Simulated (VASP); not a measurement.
# Which face does V expose?, part 2 of 6

How do surface energy, work function and relaxation of V depend on the face?

VASP 6.6.1; PBEsol, no spin polarisation; plane waves and PAW (V).

So far. Step 3 (The bulk reference, job self-consistent run, k-mesh …): The run ends at a pressure of -0.10 GPa.

## Step 4: Surface relaxation, 7 atoms, face V(110)

System of this step: V(110). The cell holds 7 atoms: 7 V. Its edges and angles: a = 2.943 Å, b = 2.549 Å, c = 27.487 Å, α = 90.0°, β = 90.0°, γ = 54.7°. It derives from V. 7 layers of bcc V, cut at this functional's lattice. Vacuum lies along c.

All atoms relax at the fixed cell.

The input, INCAR:

```
SYSTEM = V
PREC = Normal
ENCUT = 320
EDIFF = 1E-05
NELM = 120
ISMEAR = 1
SIGMA = 0.15
LREAL = .FALSE.
ALGO = Fast
GGA = PS
NBANDS = 24
LASPH = .TRUE.
LORBIT = 11
LWAVE = .FALSE.
LCHARG = .FALSE.
KPAR = 4
IBRION = 2
NSW = 40
ISIF = 2
EDIFFG = -0.03
POTIM = 0.4
MAXMIX = 40
```

The input, POSCAR:

```
V
1.0
    2.9431527152      0.0000000000      0.0000000000
    1.4715763576      2.0811232430      0.0000000000
    0.0000000000      0.0000000000     27.4867394579
V
7
Direct
    0.0000000000      0.0000000000      0.2728588500
    0.5000000000      0.0000000000      0.3485725600
    0.0000000000      0.0000000000      0.4242862800
    0.5000000000      0.0000000000      0.5000000000
    0.0000000000      0.0000000000      0.5757137200
    0.5000000000      0.0000000000      0.6514274400
    0.0000000000      0.0000000000      0.7271411500
```

The input, KPOINTS:

```
Automatic mesh
0
Gamma
14 14 1
0 0 0
```

The projector-augmented-wave data sets are V (PBE family, release 64).

On the command line:

```
$ mpirun -np 4 vasp_std
```

The program printed:

```text
[banner, memory and clock lines left out]
running    4 mpi-ranks, on    1 nodes
 distrk:  each k-point on    1 cores,    4 groups
 distr:  one band on    1 cores,    1 groups

 POSCAR found type information on POSCAR V
 POSCAR found :  1 types and       7 ions
 [... a notice as in an earlier step ...]

 LDA part: xc-table for (Slater+PW92), standard interpolation
 POSCAR, INCAR and KPOINTS ok, starting setup
 FFT: planning ... GRIDC
 FFT: planning ... GRID_SOFT
 FFT: planning ... GRID
 WAVECAR not read
 entering main loop
       N       E                     dE             d eps       ncg     rms          rms(c)
DAV:   1     0.214868999269E+03    0.21487E+03   -0.89921E+03  2736   0.999E+02
DAV:   2    -0.382901539908E+02   -0.25316E+03   -0.24242E+03  2768   0.290E+02
DAV:   3    -0.762279799893E+02   -0.37938E+02   -0.35346E+02  4456   0.132E+02
DAV:   4    -0.787123320518E+02   -0.24844E+01   -0.24002E+01  4152   0.495E+01
DAV:   5    -0.788183961167E+02   -0.10606E+00   -0.10482E+00  4592   0.696E+00    0.347E+01
RMM:   6    -0.120552346289E+03   -0.41734E+02   -0.64941E+01  4230   0.193E+02    0.395E+01
RMM:   7    -0.830422387496E+02    0.37510E+02   -0.69789E+01  2951   0.109E+02    0.222E+01
RMM:   8    -0.736163253330E+02    0.94259E+01   -0.89179E+01  2897   0.115E+02    0.205E+01
RMM:   9    -0.729629980110E+02    0.65333E+00   -0.35122E+01  3013   0.544E+01    0.184E+01
RMM:  10    -0.692148439190E+02    0.37482E+01   -0.32274E+01  3617   0.473E+01    0.107E+01
RMM:  11    -0.701724947396E+02   -0.95765E+00   -0.18913E+01  4133   0.155E+01    0.132E+01
RMM:  12    -0.691146670140E+02    0.10578E+01   -0.57421E+00  3337   0.123E+01    0.130E+01
RMM:  13    -0.664873791473E+02    0.26273E+01   -0.32350E+00  3227   0.122E+01    0.979E+00
RMM:  14    -0.654421906032E+02    0.10452E+01   -0.29582E+00  3787   0.711E+00    0.581E+00
RMM:  15    -0.651430661991E+02    0.29912E+00   -0.15751E+00  3421   0.746E+00    0.298E+00
RMM:  16    -0.651550733273E+02   -0.12007E-01   -0.84633E-01  3834   0.372E+00    0.188E+00
RMM:  17    -0.652437367392E+02   -0.88663E-01   -0.29141E-01  3837   0.216E+00    0.285E+00
RMM:  18    -0.651468962985E+02    0.96840E-01   -0.40501E-01  3385   0.491E+00    0.109E+00
RMM:  19    -0.651307450194E+02    0.16151E-01   -0.53071E-02  3447   0.123E+00    0.554E-01
RMM:  20    -0.651336646095E+02   -0.29196E-02   -0.27068E-02  3159   0.101E+00    0.575E-01
RMM:  21    -0.651346505123E+02   -0.98590E-03   -0.24982E-02  3680   0.446E-01    0.296E-01
RMM:  22    -0.651380302035E+02   -0.33797E-02   -0.19868E-02  3157   0.421E-01    0.232E-01
RMM:  23    -0.651381137791E+02   -0.83576E-04   -0.38712E-03  2954   0.393E-01    0.139E-01
RMM:  24    -0.651380557608E+02    0.58018E-04   -0.37042E-03  3561   0.312E-01    0.597E-02
RMM:  25    -0.651382496124E+02   -0.19385E-03   -0.11222E-03  3595   0.106E-01    0.107E-01
RMM:  26    -0.651381534058E+02    0.96207E-04   -0.43846E-04  2616   0.101E-01    0.705E-02
RMM:  27    -0.651381272006E+02    0.26205E-04   -0.37081E-04  2984   0.673E-02    0.291E-02
RMM:  28    -0.651381510039E+02   -0.23803E-04   -0.30248E-04  2728   0.599E-02    0.146E-02
RMM:  29    -0.651381931060E+02   -0.42102E-04   -0.16152E-04  1812   0.333E-02    0.706E-03
RMM:  30    -0.651382282539E+02   -0.35148E-04   -0.16982E-04  1766   0.401E-02    0.858E-03
RMM:  31    -0.651382540264E+02   -0.25773E-04   -0.11686E-04  1732   0.328E-02    0.111E-02
RMM:  32    -0.651382696258E+02   -0.15599E-04   -0.10825E-04  1730   0.340E-02    0.705E-03
RMM:  33    -0.651382766313E+02   -0.70054E-05   -0.69407E-05  1524   0.102E-02
   1 F= -.65138277E+02 E0= -.65139057E+02  d E =-.651383E+02
 curvature:   0.00 expect dE= 0.000E+00 dE for cont linesearch  0.000E+00
 trial: gam= 0.00000 g(F)=  0.240E-01 g(S)=  0.000E+00 ort = 0.000E+00 (trialstep = 0.100E+01)
 search vector abs. value=  0.240E-01
 bond charge predicted
       N       E                     dE             d eps       ncg     rms          rms(c)
DAV:   1    -0.651886908764E+02   -0.50421E-01   -0.14068E+00  3536   0.550E+00    0.494E-01
RMM:   2    -0.652488988991E+02   -0.60208E-01   -0.96246E-02  2936   0.297E+00    0.196E+00
RMM:   3    -0.651919060228E+02    0.56993E-01   -0.17801E-02  2775   0.157E+00    0.664E-01
RMM:   4    -0.651901568160E+02    0.17492E-02   -0.14146E-02  3163   0.865E-01    0.493E-01
RMM:   5    -0.651905746977E+02   -0.41788E-03   -0.47430E-03  3601   0.287E-01    0.508E-01
RMM:   6    -0.651910549293E+02   -0.48023E-03   -0.10169E-03  3715   0.142E-01    0.526E-01
RMM:   7    -0.651894631699E+02    0.15918E-02   -0.11422E-03  3052   0.306E-01    0.440E-01
RMM:   8    -0.651871623065E+02    0.23009E-02   -0.71009E-03  4199   0.576E-01    0.235E-01
RMM:   9    -0.651883365676E+02   -0.11743E-02   -0.13332E-02  4439   0.831E-01    0.360E-01
RMM:  10    -0.651872103272E+02    0.11262E-02   -0.29694E-03  3668   0.424E-01    0.214E-01
RMM:  11    -0.651876894740E+02   -0.47915E-03   -0.57302E-04  2943   0.253E-01    0.280E-01
RMM:  12    -0.651882182118E+02   -0.52874E-03   -0.64396E-04  3656   0.101E-01    0.318E-01
RMM:  13    -0.651873679680E+02    0.85024E-03   -0.17675E-04  2827   0.123E-01    0.260E-01
RMM:  14    -0.651872596292E+02    0.10834E-03   -0.17392E-04  2988   0.955E-02    0.245E-01
RMM:  15    -0.651868357447E+02    0.42388E-03   -0.26594E-04  3373   0.102E-01    0.199E-01
RMM:  16    -0.651865110308E+02    0.32471E-03   -0.24908E-04  3334   0.986E-02    0.151E-01
RMM:  17    -0.651862928344E+02    0.21820E-03   -0.30146E-04  3495   0.111E-01    0.997E-02
RMM:  18    -0.651862027459E+02    0.90088E-04   -0.13643E-04  3064   0.746E-02    0.645E-02
RMM:  19    -0.651861679849E+02    0.34761E-04   -0.11371E-04  2933   0.637E-02    0.411E-02
RMM:  20    -0.651861572002E+02    0.10785E-04   -0.31629E-05  1949   0.348E-02    0.290E-02
RMM:  21    -0.651861502478E+02    0.69525E-05   -0.18811E-05  1698   0.305E-02
   2 F= -.65186150E+02 E0= -.65186982E+02  d E =-.478736E-01
[... from here on, the cycles between the ionic steps are left out ...]
   3 F= -.65210842E+02 E0= -.65210478E+02  d E =-.725651E-01
   4 F= -.65211224E+02 E0= -.65210893E+02  d E =-.729469E-01
   5 F= -.65212992E+02 E0= -.65212799E+02  d E =-.176832E-02
   6 F= -.65214676E+02 E0= -.65214736E+02  d E =-.345245E-02
   7 F= -.65215333E+02 E0= -.65215391E+02  d E =-.657331E-03
   8 F= -.65217003E+02 E0= -.65217054E+02  d E =-.232738E-02
   9 F= -.65218495E+02 E0= -.65218507E+02  d E =-.381893E-02
  10 F= -.65218730E+02 E0= -.65218675E+02  d E =-.235215E-03
 trial-energy change:   -0.000235  1 .order   -0.000141   -0.001003    0.000722
 step:   3.9770(harm=  3.5261)  dis= 0.00943  next Energy=   -65.218851 (dE=-0.356E-03)
 bond charge predicted
       N       E                     dE             d eps       ncg     rms          rms(c)
DAV:   1    -0.652189085397E+02   -0.18770E-03   -0.64321E-02  2768   0.123E+00    0.870E-02
RMM:   2    -0.652188089756E+02    0.99564E-04   -0.92890E-04  2775   0.360E-01    0.141E-02
RMM:   3    -0.652188422069E+02   -0.33231E-04   -0.38154E-04  3051   0.130E-01    0.520E-03
RMM:   4    -0.652188504160E+02   -0.82090E-05   -0.89258E-05  2631   0.599E-02
  11 F= -.65218850E+02 E0= -.65218808E+02  d E =-.355457E-03
 curvature:  -3.16 expect dE=-0.588E-04 dE for cont linesearch -0.177E-05
 trial: gam= 0.12738 g(F)=  0.186E-04 g(S)=  0.000E+00 ort = 0.131E-04 (trialstep = 0.565E+01)
 search vector abs. value=  0.269E-04
 reached required accuracy - stopping structural energy minimisation
```

Wall time 3.5 min (4 MPI ranks of AMD EPYC 7R43, shared host); peak memory 0.75 GiB.

From OUTCAR (step 4):

```text
  LATTYP: Found a base centered orthorhombic cell.
 ALAT       =     2.9431527152
 B/A-ratio  =     1.4142135624
 C/A-ratio  =     9.3392161800

 Subroutine GETGRP returns: Found  8 space group operations
 (whereof  8 operations were pure point group operations)

The static configuration has the point symmetry D_2h.

 Found     57 irreducible k-points:

   k-points           NKPTS =     57   k-points in BZ     NKDIM =     57   number of bands    NBANDS=     24

   dimension x,y,z NGX =    14 NGY =   12 NGZ =  120
   dimension x,y,z NGXF=    28 NGYF=   24 NGZF=  240

   ENCUT  =  320.0 eV  23.52 Ry    4.85 a.u.   4.29  3.72 40.09*2*pi/ulx,y,z

   NELECT =      35.0000    total number of electrons

 E-fermi :   1.3222

 k-point     1 :       0.0000    0.0000    0.0000
  band No.  band energies     occupation
    ...
     10       0.3856      2.00000
     11       0.7796      2.00000
     12       0.8931      2.00040
     13       0.9236      2.00112
     14       1.1735      2.04840
     15       1.4702     -0.04745
     16       1.5036     -0.07084
     17       1.5197     -0.06860
     18       1.6714     -0.00482
     19       1.6873     -0.00309
    ...

 k-point     2 :       0.0714    0.0000    0.0000
  band No.  band energies     occupation
    ...
     10       0.3942      2.00000
     11       0.7811      2.00000
     12       0.8395      2.00005
     13       0.8839      2.00029
     14       1.1730      2.04901
     15       1.3798      0.39947
     16       1.3997      0.24115
     17       1.4943     -0.06889
     18       1.6023     -0.02393
     19       1.6617     -0.00623
    ...

  Total       -0.5593071     -1.9376479     -0.0859474      0.0000000      0.0000000      0.0000000
  in kB       -5.3226401    -18.4396053     -0.8179177      0.0000000      0.0000000      0.0000000
  external PRESSURE =      -8.1933877 kB  Pullay stress =       0.0000000 kB

  energy-cutoff  :      320.00
  volume of cell :      168.36
      direct lattice vectors                 reciprocal lattice vectors
     2.943152715  0.000000000  0.000000000     0.339771700 -0.240254873  0.000000000
     1.471576358  2.081123243  0.000000000     0.000000000  0.480509746  0.000000000
     0.000000000  0.000000000 27.486739458     0.000000000  0.000000000  0.036381179

 POSITION                                       TOTAL-FORCE (eV/Angst)
 -----------------------------------------------------------------------------------
      0.00000      0.00000      7.62116        -0.000000     -0.000000      0.005253
      1.47158      0.00000      9.58258        -0.000000      0.000000      0.010200
      0.00000      0.00000     11.66896        -0.000000      0.000000     -0.010466
      1.47158      0.00000     13.74337         0.000000      0.000000      0.000000
      0.00000      0.00000     15.81778         0.000000     -0.000000      0.010466
      2.94315      2.08112     17.90416         0.000000      0.000000     -0.010200
      2.94315      0.00000     19.86558         0.000000      0.000000     -0.005253
 -----------------------------------------------------------------------------------
    total drift:                               -0.000000      0.000000     -0.000000

  FREE ENERGIE OF THE ION-ELECTRON SYSTEM (eV)
  ---------------------------------------------------
  free  energy   TOTEN  =       -65.2188504160 eV

  energy  without entropy=      -65.2187233710  energy(sigma->0) =      -65.21880807

 total charge
# of ion       s       p       d       tot
------------------------------------------
    1        0.594   0.502   3.624   4.720
    2        0.621   0.737   3.679   5.037
    3        0.607   0.706   3.633   4.946
    4        0.611   0.694   3.655   4.961
    5        0.607   0.706   3.633   4.946
    6        0.621   0.737   3.679   5.037
    7        0.594   0.502   3.624   4.720
--------------------------------------------------
tot          4.257   4.585  25.527  34.368

[... 1 part as in an earlier step ...]

[... 7 further parts left out ...]
```

CONTCAR:

```
V
   1.00000000000000
     2.9431527152000001    0.0000000000000000    0.0000000000000000
     1.4715763576000001    2.0811232430000000    0.0000000000000000
     0.0000000000000000    0.0000000000000000   27.4867394579000006
  V
     7
Direct
     0.0000000000000000    0.0000000000000000    0.2772668887282780
     0.5000000000000000    0.0000000000000000    0.3486254652608284
     0.0000000000000000    0.0000000000000000    0.4245303590907223
     0.5000000000000000    0.0000000000000000    0.5000000000000000
     0.0000000000000000    0.0000000000000000    0.5754696409092775
     0.5000000000000000    1.0000000000000000    0.6513745347391716
     1.0000000000000000    0.0000000000000000    0.7227331112717219
```

The run keeps the 8 symmetry operations of its start, so it cannot find a distortion of lower symmetry.

Step by step:

```
step  energy less that of the first step (eV)  largest force (eV/Å)
   1                                   0.0000                0.4275
   2                                  -0.0479                0.3489
   3                                  -0.0726                0.1308
   4                                  -0.0729                0.0870
   5                                  -0.0747                0.0748
   6                                  -0.0764                0.0496
   7                                  -0.0771                0.0380
   8                                  -0.0787                0.0306
   9                                  -0.0802                0.0359
  10                                  -0.0805                0.0347
  11                                  -0.0806                0.0105
```

The atoms that moved most (Å):

```
atom     dx     dy      dz  length
  V7  0.000  0.000  -0.121   0.121
  V1  0.000  0.000   0.121   0.121
  V5  0.000  0.000  -0.007   0.007
  V3  0.000  0.000   0.007   0.007
```

Final coordinates:

```cif
data_structure
_symmetry_space_group_name_H-M 'P 1'
_symmetry_Int_Tables_number 1
_cell_length_a 2.9432
_cell_length_b 2.5488
_cell_length_c 27.4867
_cell_angle_alpha 90.000
_cell_angle_beta 90.000
_cell_angle_gamma 54.736
_cell_volume 168.36
loop_
_atom_site_label
_atom_site_type_symbol
_atom_site_fract_x
_atom_site_fract_y
_atom_site_fract_z
_atom_site_occupancy
V1 V 0.00000 0.00000 0.27727 1
V2 V 0.50000 0.00000 0.34863 1
V3 V 0.00000 0.00000 0.42453 1
V4 V 0.50000 0.00000 0.50000 1
V5 V 0.00000 0.00000 0.57547 1
V6 V 0.50000 0.00000 0.65137 1
V7 V 0.00000 0.00000 0.72273 1
```

Numbers from this step:

```
electronic cycles   : 113
electrons           : 35
free energy (TOTEN) : -65.2189 eV
Fermi energy        : 1.322 eV
```

The run ended after 11 ionic steps, 0.081 eV below its first step, once the forces on the free atoms met EDIFFG = -0.03.

(Continued in part 3 of 6.)

[Lines on the potential files, build, host, timing and source positions are cut from VASP's logs without a mark.]

[Logs are printed without paths, hosts, clocks, repeated set-up lines and the standing remarks that a program may print on its own settings, such as how far it seeks lower states.]

[Hosts, paths, dates, database ids (printed as entryN), source tags and the programs' standing remarks are cut or masked in the printed files.]

[Runs that stopped without an error message from VASP are left out.]
